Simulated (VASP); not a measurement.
VASP ran on this input.

**INCAR**
```
SYSTEM = Ta
PREC = Accurate; ENCUT = 520; LREAL = F
LASPH = T
EDIFF = 1E-7; NELM = 100; ALGO = Normal
LMAXMIX = 6
ISMEAR = 1; SIGMA = 0.1
GGA = MK; LUSE_VDW = T; AGGAC = 0.0
PARAM1 = 0.1234; PARAM2 = 1.0
ISIF = 2
LWAVE = F; LCHARG = F
```

### POSCAR
```
Ta
1.650
 -1.0000000000   1.0000000000   1.0000000000
  1.0000000000  -1.0000000000   1.0000000000
  1.0000000000   1.0000000000  -1.0000000000
Ta
1
Cart
  0.0000000000   0.0000000000   0.0000000000
```

KPOINTS:
```
Automatic mesh
0
Gamma
15 15 15
0 0 0
```

POTCAR, in this order: Ta_pv (PBE.64 set). Program: vasp_std.

### Question
Translate this optB86b-vdW calculation to Quantum ESPRESSO's pw.x.

### Answer
One equivalent input (not run):
```
&CONTROL
  calculation = 'scf'
  pseudo_dir = './pseudo'
  outdir = './out'
  tprnfor = .true.
  tstress = .true.
/
&SYSTEM
  ibrav = 0
  nat = 1
  ntyp = 1
  ecutwfc = 58
  occupations = 'smearing'
  smearing = 'methfessel-paxton'
  degauss = 0.00735
  input_dft = 'vdw-df-ob86'
/
&ELECTRONS
  conv_thr = 7.3e-09
  electron_maxstep = 100
/
ATOMIC_SPECIES
  Ta 180.948 Ta.upf
CELL_PARAMETERS angstrom
    -1.6500000    1.6500000    1.6500000
     1.6500000   -1.6500000    1.6500000
     1.6500000    1.6500000   -1.6500000
ATOMIC_POSITIONS crystal
  Ta   0.0000000  0.0000000  0.0000000
K_POINTS automatic
  15 15 15 0 0 0
```
What does not carry over: the potentials are each code's own (VASP's PAW set, PseudoDojo norm-conserving files in pw.x), so ENCUT and ecutwfc are chosen apart and not converted; conv_thr bounds pw.x's estimated SCF error, while EDIFF bounds the energy change between steps.

The compound is Ta in the bcc structure. The cell was not relaxed at this level.
